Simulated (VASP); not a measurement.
# F on W(110): binding against coverage, part 2 of 11

How do binding and work function change as F crowds W(110)?

VASP 6.6.1, plane waves and PAW; the level of theory is named at each step.

So far. Step 3 (Relaxing the atoms): The run ended after 3 ionic steps, 0.003 eV below its first step, once the forces on the free atoms met EDIFFG = -0.03. Step 3 (Relaxing the atoms): Energy at zero smearing: -3.55078 eV.

## (4) Surface relaxation, cell 1 x 1, k-mesh 10×10×1

This step: PBE; plane waves and PAW (W) (VASP 6.6.1).

System of this step: W(110). The cell holds 4 atoms: 4 W. Its edges and angles: a = 3.172 Å, b = 2.747 Å, c = 21.729 Å, α = 90.0°, β = 90.0°, γ = 54.7°. It derives from W. 4 layers of bcc W, cut at this functional's lattice. Vacuum lies along c.

The free atoms relax, while those held by selective dynamics keep their cut positions.

File INCAR:

```
SYSTEM = W
PREC = Normal
ENCUT = 440
EDIFF = 1E-05
NELM = 120
ISMEAR = 1
SIGMA = 0.15
LREAL = .FALSE.
ALGO = Fast
GGA = PE
NBANDS = 18
LASPH = .TRUE.
LORBIT = 11
LWAVE = .FALSE.
LCHARG = .FALSE.
KPAR = 8
IBRION = 2
NSW = 30
ISIF = 2
EDIFFG = -0.03
POTIM = 0.4
MAXMIX = 40
IDIPOL = 3
LDIPOL = .TRUE.
DIPOL = 0.5 0.5 0.5
```

File POSCAR:

```
W
1.0
    3.1720583482      0.0000000000      0.0000000000
    1.5860291741      2.2429839683      0.0000000000
    0.0000000000      0.0000000000     21.7289519050
W
4
Selective dynamics
Direct
    0.5000000000      0.0000000000      0.3451616100  F F F
    0.0000000000      0.0000000000      0.4483872000  F F F
    0.5000000000      0.0000000000      0.5516128000  T T T
    0.0000000000      0.0000000000      0.6548383900  T T T
```

File KPOINTS:

```
Automatic mesh
0
Gamma
10 10 1
0 0 0
```

Potentials, in the order of the species: W (PBE family, release 64).

The run is started by

```sh
mpirun -np 8 vasp_std
```

Output:

```text
[banner, memory and clock lines left out]
running    8 mpi-ranks, on    1 nodes
 distrk:  each k-point on    1 cores,    8 groups
 distr:  one band on    1 cores,    1 groups

 POSCAR found type information on POSCAR W
 POSCAR found :  1 types and       4 ions
 [... a notice as in an earlier step ...]

 LDA part: xc-table for (Slater+PW92), standard interpolation
 POSCAR, INCAR and KPOINTS ok, starting setup
 FFT: planning ... GRIDC
 FFT: planning ... GRID_SOFT
 FFT: planning ... GRID
 WAVECAR not read
 entering main loop
       N       E                     dE             d eps       ncg     rms          rms(c)
DAV:   1     0.980082764485E+02    0.98008E+02   -0.84143E+03  1116   0.928E+02
DAV:   2    -0.415012173812E+02   -0.13951E+03   -0.13431E+03  1624   0.225E+02
DAV:   3    -0.516645496653E+02   -0.10163E+02   -0.98985E+01  1440   0.586E+01
DAV:   4    -0.521403806974E+02   -0.47583E+00   -0.45960E+00  1868   0.112E+01
DAV:   5    -0.521565325031E+02   -0.16152E-01   -0.15935E-01  1670   0.165E+00    0.365E+01
RMM:   6    -0.499694941833E+02    0.21870E+01   -0.32107E+00  1141   0.972E+00    0.157E+01
RMM:   7    -0.501908117062E+02   -0.22132E+00   -0.44683E+00  1169   0.113E+01    0.550E+00
RMM:   8    -0.491401907813E+02    0.10506E+01   -0.19718E+00  1168   0.858E+00    0.328E+00
RMM:   9    -0.493023323588E+02   -0.16214E+00   -0.74508E-01  1299   0.384E+00    0.244E+00
RMM:  10    -0.490992548366E+02    0.20308E+00   -0.10933E-01  1204   0.176E+00    0.100E+00
RMM:  11    -0.490838619781E+02    0.15393E-01   -0.31707E-02  1280   0.905E-01    0.952E-01
RMM:  12    -0.490784540702E+02    0.54079E-02   -0.33397E-02  1212   0.721E-01    0.404E-01
RMM:  13    -0.490790575027E+02   -0.60343E-03   -0.10377E-02  1325   0.447E-01    0.176E-01
RMM:  14    -0.490786510016E+02    0.40650E-03   -0.17501E-03  1366   0.183E-01    0.137E-01
RMM:  15    -0.490779777059E+02    0.67330E-03   -0.63085E-04  1249   0.105E-01    0.821E-02
RMM:  16    -0.490778596172E+02    0.11809E-03   -0.10484E-03  1261   0.107E-01    0.319E-02
RMM:  17    -0.490778753764E+02   -0.15759E-04   -0.22915E-04  1273   0.597E-02    0.250E-02
RMM:  18    -0.490778773526E+02   -0.19762E-05   -0.45723E-05   950   0.323E-02
   1 F= -.49077877E+02 E0= -.49077371E+02  d E =-.490779E+02
 curvature:   0.00 expect dE= 0.000E+00 dE for cont linesearch  0.000E+00
 trial: gam= 0.00000 g(F)=  0.406E-01 g(S)=  0.000E+00 ort = 0.000E+00 (trialstep = 0.100E+01)
 search vector abs. value=  0.406E-01
 bond charge predicted
       N       E                     dE             d eps       ncg     rms          rms(c)
DAV:   1    -0.491042640071E+02   -0.26389E-01   -0.43865E+00  1144   0.113E+01    0.476E-01
RMM:   2    -0.491045602383E+02   -0.29623E-03   -0.44992E-02  1132   0.144E+00    0.522E-01
RMM:   3    -0.491051560047E+02   -0.59577E-03   -0.12243E-02  1291   0.533E-01    0.270E-01
RMM:   4    -0.491049499472E+02    0.20606E-03   -0.28419E-03  1231   0.273E-01    0.161E-01
RMM:   5    -0.491050015691E+02   -0.51622E-04   -0.12159E-03  1455   0.131E-01    0.777E-02
RMM:   6    -0.491050361915E+02   -0.34622E-04   -0.22195E-04  1219   0.633E-02    0.608E-02
RMM:   7    -0.491050311226E+02    0.50689E-05   -0.86545E-05  1119   0.426E-02
   2 F= -.49105031E+02 E0= -.49104681E+02  d E =-.271538E-01
[... from here on, the cycles between the ionic steps are left out ...]
   3 F= -.49107875E+02 E0= -.49107337E+02  d E =-.299978E-01
   4 F= -.49107880E+02 E0= -.49107323E+02  d E =-.300022E-01
   5 F= -.49109327E+02 E0= -.49108811E+02  d E =-.144696E-02
   6 F= -.49112238E+02 E0= -.49111846E+02  d E =-.435816E-02
   7 F= -.49111316E+02 E0= -.49111221E+02  d E =-.343670E-02
   8 F= -.49112979E+02 E0= -.49112697E+02  d E =-.509930E-02
   9 F= -.49112982E+02 E0= -.49112704E+02  d E =-.510195E-02
  10 F= -.49112993E+02 E0= -.49112799E+02  d E =-.118331E-04
 trial-energy change:   -0.000012  1 .order   -0.000002   -0.000185    0.000182
 step:   1.1499(harm=  1.1499)  dis= 0.00119  next Energy=   -49.113028 (dE=-0.468E-04)
 bond charge predicted
       N       E                     dE             d eps       ncg     rms          rms(c)
DAV:   1    -0.491130341508E+02   -0.42946E-04   -0.11187E-02  1140   0.572E-01    0.255E-02
RMM:   2    -0.491130296624E+02    0.44884E-05   -0.88450E-05  1098   0.739E-02
  11 F= -.49113030E+02 E0= -.49112796E+02  d E =-.481457E-04
 curvature:  -0.57 expect dE=-0.139E-05 dE for cont linesearch -0.125E-05
 trial: gam=-0.13527 g(F)=  0.241E-05 g(S)=  0.000E+00 ort = 0.133E-04 (trialstep = 0.205E+01)
 search vector abs. value=  0.304E-06
 reached required accuracy - stopping structural energy minimisation
```

It took 56 s on 8 MPI ranks of Intel Xeon Platinum 8488C (Sapphire Rapids), shared host; peak memory 1.8 GiB.

OUTCAR, selected parts (step 4):

```text
  LATTYP: Found a base centered orthorhombic cell.
 ALAT       =     3.1720583482
 B/A-ratio  =     1.4142135624
 C/A-ratio  =     6.8501110383

 Subroutine GETGRP returns: Found  8 space group operations
 (whereof  4 operations were pure point group operations)

The static configuration has the point symmetry C_2v.
 The point group associated with its full space group is D_2h.

 Found     31 irreducible k-points:

   k-points           NKPTS =     31   k-points in BZ     NKDIM =     31   number of bands    NBANDS=     18

   dimension x,y,z NGX =    16 NGY =   14 NGZ =  112
   dimension x,y,z NGXF=    32 NGYF=   28 NGZF=  224

   ENCUT  =  440.0 eV  32.34 Ry    5.69 a.u.   5.43  4.70 37.16*2*pi/ulx,y,z

   NELECT =      24.0000    total number of electrons

 dipolmoment           0.000000      0.000000     -0.004451 electrons x Angstroem

 E-fermi :   0.4085

 k-point     1 :       0.0000    0.0000    0.0000
  band No.  band energies     occupation
    ...
      9      -1.0134      2.00000
     10      -0.9599      2.00000
     11      -0.7765      2.00000
     12      -0.4397      2.00000
     13       0.0877      2.00996
     14       1.0679     -0.00000
     15       1.1301     -0.00000
     16       2.0463     -0.00000
     17       2.1845     -0.00000
     18       2.5785     -0.00000

 k-point     2 :       0.1000    0.0000    0.0000
  band No.  band energies     occupation
    ...
      9      -1.3055      2.00000
     10      -1.0311      2.00000
     11      -0.5816      2.00000
     12      -0.3724      2.00000
     13       0.0314      2.00217
     14       0.4737      0.33573
     15       1.4633     -0.00000
     16       1.8211     -0.00000
     17       1.9741     -0.00000
     18       2.3631     -0.00000

  Total       -5.5243943     -3.1015171     -1.5129287      0.0000000      0.0000000      0.0000000
  in kB      -57.2517990    -32.1424260    -15.6791651      0.0000000      0.0000000      0.0000000
  external PRESSURE =     -35.0244634 kB  Pullay stress =       0.0000000 kB

  energy-cutoff  :      440.00
  volume of cell :      154.60
      direct lattice vectors                 reciprocal lattice vectors
     3.172058348  0.000000000  0.000000000     0.315252713 -0.222917331  0.000000000
     1.586029174  2.242983968  0.000000000     0.000000000  0.445834662  0.000000000
     0.000000000  0.000000000 21.728951905     0.000000000  0.000000000  0.046021548

 POSITION                                       TOTAL-FORCE (eV/Angst)
 -----------------------------------------------------------------------------------
      1.58603      0.00000      7.50000         0.000000      0.000000      0.679960
      0.00000      0.00000      9.74298         0.000000      0.000000     -0.681698
      1.58603      0.00000     11.99435        -0.000000      0.000000     -0.004654
      0.00000      0.00000     14.14536        -0.000000      0.000000      0.006392
 -----------------------------------------------------------------------------------
    total drift:                                0.000000      0.000000     -0.002084

  FREE ENERGIE OF THE ION-ELECTRON SYSTEM (eV)
  ---------------------------------------------------
  free  energy   TOTEN  =       -49.1130296624 eV

  energy  without entropy=      -49.1123274831  energy(sigma->0) =      -49.11279560

 vacuum level on the upper side and lower side of the slab         4.999         5.120

 total charge
# of ion       s       p       d       tot
------------------------------------------
    1        0.673   0.537   4.003   5.213
    2        0.674   0.686   4.162   5.522
    3        0.685   0.707   4.210   5.603
    4        0.686   0.558   4.057   5.302
--------------------------------------------------
tot          2.718   2.489  16.431  21.638

[... 1 part as in an earlier step ...]

[... 7 further parts left out ...]
```

CONTCAR:

```
W
   1.00000000000000
     3.1720583482000002    0.0000000000000000    0.0000000000000000
     1.5860291741000001    2.2429839682999999    0.0000000000000000
     0.0000000000000000    0.0000000000000000   21.7289519049999988
  W
     4
Selective dynamics
Direct
     0.5000000000000000    0.0000000000000000    0.3451616099999981   F   F   F
     0.0000000000000000    0.0000000000000000    0.4483871999999991   F   F   F
     0.5000000000000000    0.0000000000000000    0.5519984254925170   T   T   T
     0.0000000000000000    0.0000000000000000    0.6509915819245250   T   T   T
```

The run keeps the 4 symmetry operations of its start, so it cannot find a distortion of lower symmetry.

Relaxation path:

```
step  energy less that of the first step (eV)  largest force (eV/Å)
   1                                   0.0000                0.7259
   2                                  -0.0272                0.3272
   3                                  -0.0300                0.1401
   4                                  -0.0300                0.1476
   5                                  -0.0314                0.1314
   6                                  -0.0344                0.0818
   7                                  -0.0334                0.1187
   8                                  -0.0351                0.0403
   9                                  -0.0351                0.0365
  10                                  -0.0351                0.0385
  11                                  -0.0352                0.0064
```

The atoms that moved most (Å):

```
atom     dx     dy      dz  length
  W4  0.000  0.000  -0.084   0.084
  W3  0.000  0.000   0.008   0.008
```

Final coordinates:

```xyz
4
Lattice="3.1721 0.0000 0.0000 1.5860 2.2430 0.0000 0.0000 0.0000 21.7290" Properties=species:S:1:pos:R:3
W     1.5860    0.0000    7.5000
W     0.0000    0.0000    9.7430
W     1.5860    0.0000   11.9943
W     0.0000    0.0000   14.1454
```

This step gave:

- electronic cycles: 67
- electrons: 24
- free energy (TOTEN): -49.11 eV
- energy at zero smearing: -49.11 eV
- Fermi energy: 0.4085 eV
- dipole moment: 0, 0, -0.004451 e·Å

The run ended after 11 ionic steps, 0.035 eV below its first step, once the forces on the free atoms met EDIFFG = -0.03.

## (5) The vacuum level, cell 1 x 1, k-mesh 10×10×1

A static run writes the electrostatic potential without exchange and correlation (LVHAR), which is flat in the vacuum and gives the level to count from. The dipole correction cancels the field that unlike faces would set up across the vacuum.

File INCAR:

```
SYSTEM = W
PREC = Normal
ENCUT = 440
EDIFF = 1E-06
NELM = 120
ISMEAR = 1
SIGMA = 0.15
LREAL = .FALSE.
ALGO = Fast
GGA = PE
NBANDS = 18
LASPH = .TRUE.
LORBIT = 11
LWAVE = .FALSE.
LCHARG = .FALSE.
KPAR = 8
IDIPOL = 3
LDIPOL = .TRUE.
DIPOL = 0.5 0.5 0.499
LVHAR = .TRUE.
LVACPOTAV = .TRUE.
```

POSCAR: that of step 4 with these lines changed.

```diff
@@ -11,3 +11,3 @@
     0.0000000000      0.0000000000      0.4483872000  F F F
-    0.5000000000      0.0000000000      0.5516128000  T T T
-    0.0000000000      0.0000000000      0.6548383900  T T T
+    0.5000000000      0.0000000000      0.5519984255  T T T
+    0.0000000000      0.0000000000      0.6509915819  T T T
```

KPOINTS is that of step 4.

The run is started by

```sh
mpirun -np 8 vasp_std
```

Output:

```text
[... set-up lines as in an earlier step ...]
 entering main loop
       N       E                     dE             d eps       ncg     rms          rms(c)
DAV:   1     0.992711039681E+02    0.99271E+02   -0.84269E+03  1116   0.928E+02
DAV:   2    -0.413258004026E+02   -0.14060E+03   -0.13533E+03  1608   0.225E+02
DAV:   3    -0.516277656660E+02   -0.10302E+02   -0.10022E+02  1410   0.591E+01
DAV:   4    -0.521702986747E+02   -0.54253E+00   -0.52735E+00  1870   0.115E+01
DAV:   5    -0.521856267676E+02   -0.15328E-01   -0.15181E-01  1626   0.169E+00    0.372E+01
RMM:   6    -0.502463465038E+02    0.19393E+01   -0.34908E+00  1315   0.991E+00    0.161E+01
RMM:   7    -0.921511815006E+02   -0.41905E+02   -0.53092E+01  1988   0.229E+01    0.205E+01
RMM:   8    -0.492819954703E+02    0.42869E+02   -0.18552E+01  1806   0.172E+01    0.467E+00
RMM:   9    -0.491902261547E+02    0.91769E-01   -0.98466E-01  1388   0.560E+00    0.227E+00
RMM:  10    -0.491170652502E+02    0.73161E-01   -0.38916E-01  1691   0.282E+00    0.161E+00
RMM:  11    -0.491271656716E+02   -0.10100E-01   -0.71195E-02  1724   0.110E+00    0.127E+00
RMM:  12    -0.491125480301E+02    0.14618E-01   -0.36187E-02  1457   0.826E-01    0.503E-01
RMM:  13    -0.491141402115E+02   -0.15922E-02   -0.10265E-02  1719   0.439E-01    0.342E-01
RMM:  14    -0.491129870671E+02    0.11531E-02   -0.39577E-03  1596   0.227E-01    0.142E-01
RMM:  15    -0.491129515441E+02    0.35523E-04   -0.18356E-03  1747   0.147E-01    0.841E-02
RMM:  16    -0.491129468624E+02    0.46818E-05   -0.26223E-04  1695   0.624E-02    0.348E-02
RMM:  17    -0.491129558213E+02   -0.89589E-05   -0.76209E-05  1686   0.305E-02    0.125E-02
RMM:  18    -0.491129690572E+02   -0.13236E-04   -0.30249E-05  1506   0.230E-02    0.121E-02
RMM:  19    -0.491129789068E+02   -0.98496E-05   -0.22839E-05  1499   0.166E-02    0.805E-03
RMM:  20    -0.491129838886E+02   -0.49818E-05   -0.59284E-06  1200   0.920E-03    0.496E-03
RMM:  21    -0.491129937822E+02   -0.98936E-05   -0.33092E-06  1017   0.710E-03    0.352E-03
RMM:  22    -0.491130004297E+02   -0.66475E-05   -0.10256E-06   876   0.471E-03    0.210E-03
RMM:  23    -0.491130186261E+02   -0.18196E-04   -0.15210E-06   875   0.554E-03    0.160E-03
RMM:  24    -0.491130256487E+02   -0.70225E-05   -0.55219E-07   785   0.444E-03    0.301E-03
RMM:  25    -0.491130313916E+02   -0.57430E-05   -0.34430E-07   671   0.263E-03    0.941E-04
RMM:  26    -0.491130321596E+02   -0.76797E-06   -0.12360E-07   520   0.183E-03
 -----------------------------------------------------------------------------
|                                                                             |
|           W    W    AA    RRRRR   N    N  II  N    N   GGGG   !!!           |
|           W    W   A  A   R    R  NN   N  II  NN   N  G    G  !!!           |
|           W    W  A    A  R    R  N N  N  II  N N  N  G       !!!           |
|           W WW W  AAAAAA  RRRRR   N  N N  II  N  N N  G  GGG   !            |
|           WW  WW  A    A  R   R   N   NN  II  N   NN  G    G                |
|           W    W  A    A  R    R  N    N  II  N    N   GGGG   !!!           |
|                                                                             |
|     Did not find any points to average over, which means that no vacuum     |
|     field-free region was found. Please increase the size of  your cell     |
|     in the dimension of the dipole correction to obtain accurate            |
|     workfunction values.                                                    |
|                                                                             |
 -----------------------------------------------------------------------------

   1 F= -.49113032E+02 E0= -.49112798E+02  d E =-.702972E-03
```

Wall time 19 s (8 MPI ranks); peak memory 1.6 GiB.

From OUTCAR (step 5):

```text
   NELECT =      24.0000    total number of electrons

 dipolmoment           0.000000      0.000000     -0.004459 electrons x Angstroem

 E-fermi :   0.4080

 k-point     1 :       0.0000    0.0000    0.0000
  band No.  band energies     occupation
    ...
      9      -1.0140      2.00000
     10      -0.9604      2.00000
     11      -0.7770      2.00000
     12      -0.4402      2.00000
     13       0.0872      2.00996
     14       1.0673     -0.00000
     15       1.1296     -0.00000
     16       2.0458     -0.00000
     17       2.1840     -0.00000
     18       2.6577     -0.00000

  Total       -5.5243661     -3.1011258     -1.5194803      0.0000000      0.0000000      0.0000000
  in kB      -57.2515066    -32.1383700    -15.7470620      0.0000000      0.0000000      0.0000000
  external PRESSURE =     -35.0456462 kB  Pullay stress =       0.0000000 kB

 POSITION                                       TOTAL-FORCE (eV/Angst)
 -----------------------------------------------------------------------------------
      1.58603      0.00000      7.50000         0.000000      0.000000      0.680581
      0.00000      0.00000      9.74298         0.000000      0.000000     -0.682892
      1.58603      0.00000     11.99435         0.000000      0.000000     -0.001413
      0.00000      0.00000     14.14536        -0.000000      0.000000      0.003724
 -----------------------------------------------------------------------------------
    total drift:                                0.000000      0.000000      0.000376

  FREE ENERGIE OF THE ION-ELECTRON SYSTEM (eV)
  ---------------------------------------------------
  free  energy   TOTEN  =       -49.1130321596 eV

  energy  without entropy=      -49.1123291872  energy(sigma->0) =      -49.11279784

 vacuum level on the upper side and lower side of the slab         5.240         5.353

[... 6 parts as in an earlier step ...]

[... 11 further parts left out ...]
```

Numbers from this step:

| Item | Value |
| --- | --- |
| electronic cycles | 26 |
| Fermi energy | 0.408 eV |
| dipole moment | 0, 0, -0.004459 e·Å |
| vacuum levels | 5.24, 5.353 eV |
| work functions of the upper and lower face | 4.832, 4.945 eV |

The planar average of the electrostatic potential oscillates, so the rows of the table below give means over windows of 1 Å about each position, cut where the curve ends. Its maxima inside the range that stand out by 2 % of the span (Å: eV): 8.6: -2.54, 10.9: -2.76, 13.1: -3.50. Its minima: 7.5: -11.9, 9.7: -12.5, 12.0: -12.6, 14.2: -11.9.

Zero at the Fermi level. The planar average of the electrostatic potential by height; means over each step:

```
height (Å)  planar average of the electrostatic potential (eV)
         0                                                4.94
         1                                                4.95
         2                                                4.95
         3                                                4.94
         4                                                4.93
         5                                                4.73
         6                                                2.54
         7                                               -7.67
         8                                               -8.05
         9                                               -6.11
        10                                               -10.4
        11                                               -4.70
        12                                               -11.3
        13                                               -5.21
        14                                               -10.4
        15                                               -3.50
        16                                                3.81
        17                                                4.75
        18                                                4.83
        19                                                4.83
        20                                                4.83
        21                                                4.84
```

Force by atom:

```
atom  x (eV/Å)  y (eV/Å)  z (eV/Å)   size
  W1     0.000     0.000     0.681  0.681
  W2     0.000     0.000    -0.683  0.683
  W3     0.000     0.000    -0.001  0.001
  W4     0.000     0.000     0.004  0.004
```

The vacuum level lies 4.83 eV above the Fermi level at the upper face; the two faces differ by 0.11 eV, the step that the slab's dipole of -0.004 e·Å makes.

The program found no field-free point at its default tolerance, but its printed level agrees with the flat part of the planar average.

(Part 2 of 11 ends here.)

[Lines on the potential files, build, host, timing and source positions are cut from VASP's logs without a mark.]

[Logs are printed without paths, hosts, clocks, repeated set-up lines and the standing remarks that a program may print on its own settings, such as how far it seeks lower states.]

[Hosts, paths, dates, database ids (printed as entryN), source tags and the programs' standing remarks are cut or masked in the printed files.]

[Runs that stopped without an error message from VASP are left out.]
